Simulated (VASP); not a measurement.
An input for Ansatz (written as the equivalent of a VASP run, and not itself run):

Ansatz 0.2 input:
```yaml
crystal:
  lattice:
    - [4.5528305, -2.3870392, -0.0010807]
    - [4.5528305, 2.3870392, -0.0010807]
    - [3.3022466, 0.0000000, 3.9397194]
  atoms:
    - { symbol: Al, position: [0.8520019, 0.8520019, 0.8520019] }
    - { symbol: Al, position: [0.3520019, 0.3520019, 0.3520019] }
    - { symbol: Al, position: [0.1479981, 0.1479981, 0.1479981] }
    - { symbol: Al, position: [0.6479981, 0.6479981, 0.6479981] }
    - { symbol: O, position: [0.4440512, 0.0559488, 0.7500000] }
    - { symbol: O, position: [0.0559488, 0.7500000, 0.4440512] }
    - { symbol: O, position: [0.5559488, 0.9440512, 0.2500000] }
    - { symbol: O, position: [0.2500000, 0.5559488, 0.9440512] }
    - { symbol: O, position: [0.9440512, 0.2500000, 0.5559488] }
    - { symbol: O, position: [0.7500000, 0.4440512, 0.0559488] }
kpoints:
  mp_grid: { grid: [5, 5, 5] }
hamiltonian:
  xc: pbesol
  pseudopotentials: { kind: paw }
scf:
  occupations: { method: gaussian, width: 0.05 }
  max_iter: 100
relax:
  max_steps: 60
  f_tol: 0.02
  cell: {}
output: { forces: true, stress: true, eigenvalues: true }
```

Task: Write the VASP files for the same calculation (PBEsol).

Result: This is not unique; one that fits is 
INCAR:
```
LREAL = .False.
ALGO = Normal
PREC = Accurate
ENCUT = 520   ! plane-wave cut-off (eV)
LASPH = .True.   ! aspherical one-centre terms
IBRION = 2   ! conjugate gradients
LWAVE = .False.
ISIF = 3   ! ions, shape and volume
EDIFFG = -0.02
NELM = 100   ! most electronic steps
SIGMA = 0.05   ! width (eV)
SYSTEM = Al2O3
NSW = 60   ! most ionic steps
GGA = PS   ! PBEsol
LCHARG = .False.
EDIFF = 1E-6
ISMEAR = 0
```

### KPOINTS
```
K-points
0
G
  5 5 5
0 0 0
```

File POSCAR:
```
Al2O3
1.0
  4.5528304562  -2.3870392077  -0.0010807279
  4.5528304562   2.3870392077  -0.0010807279
  3.3022465745   0.0000000000   3.9397194076
Al O
4 6
direct
  0.8520018996   0.8520018996   0.8520018996
  0.3520018996   0.3520018996   0.3520018996
  0.1479981004   0.1479981004   0.1479981004
  0.6479981004   0.6479981004   0.6479981004
  0.4440511700   0.0559488300   0.7500000000
  0.0559488300   0.7500000000   0.4440511700
  0.5559488300   0.9440511700   0.2500000000
  0.2500000000   0.5559488300   0.9440511700
  0.9440511700   0.2500000000   0.5559488300
  0.7500000000   0.4440511700   0.0559488300
```

POTCAR, in this order: Al O (PBE.64 set). Program: vasp_std.

What does not carry over: each code has its own PAW files, so the cut-off isn't converted (ENCUT is set for VASP's; basis.ecutwfc is left out, and Ansatz then takes the one that its files recommend); Ansatz stops its SCF on the density residual and VASP on the energy change (EDIFF).

The compound is Al2O3 in the corundum structure. It was relaxed first. The start is the result of an earlier pass.
